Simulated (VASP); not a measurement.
A run of VASP 6.6.1 is set up as follows.

Contents of INCAR:

```
SYSTEM = PdC
PREC     = Accurate       ! precision mode
ENCUT    = 520            ! plane-wave cutoff, eV
EDIFF    = 1E-7           ! SCF threshold, eV
ISMEAR   = 0              ! smearing method
SIGMA    = 0.1            ! smearing width, eV
LREAL    = .FALSE.        ! projectors in reciprocal space
LASPH    = .TRUE.         ! aspherical terms in the spheres
NELM     = 80             ! most SCF steps
ALGO     = Normal         ! electronic algorithm
ISIF     = 2              ! what is computed and relaxed
LWAVE    = .FALSE.        ! write WAVECAR
LCHARG   = .FALSE.        ! write CHGCAR
GGA      = PE             ! functional
NBANDS   = 14             ! bands
```

Contents of KPOINTS:

```
regular mesh
0
G
  6 6 6
  0 0 0
```

Contents of POSCAR:

```
PdC
1.0
    2.7695109996      0.0000000000      0.0000000000
    0.0000000000      2.7695109996      0.0000000000
    0.0000000000      0.0000000000      2.7695109996
Pd C
1 1
Direct
    0.0000000000      0.0000000000      0.0000000000
    0.5000000000      0.5000000000      0.5000000000
```

Potentials or basis: VASP PAW PBE potentials, release 64 (Pd, C).

The run is started by

```sh
$ cat potpaw_PBE.64/Pd/POTCAR potpaw_PBE.64/C/POTCAR > POTCAR
$ mpirun -np 1 vasp_std > vasp.out
```

**Question.** What does it give for the pressure?

**Answer.** -0.3 GPa.

**Question.** What does it give for the band gap on the k mesh?

**Answer.** None (metal or under the smearing width).

Caveat: the k mesh is coarse (spacing up to 0.38 Å⁻¹), so the values aren't converged.
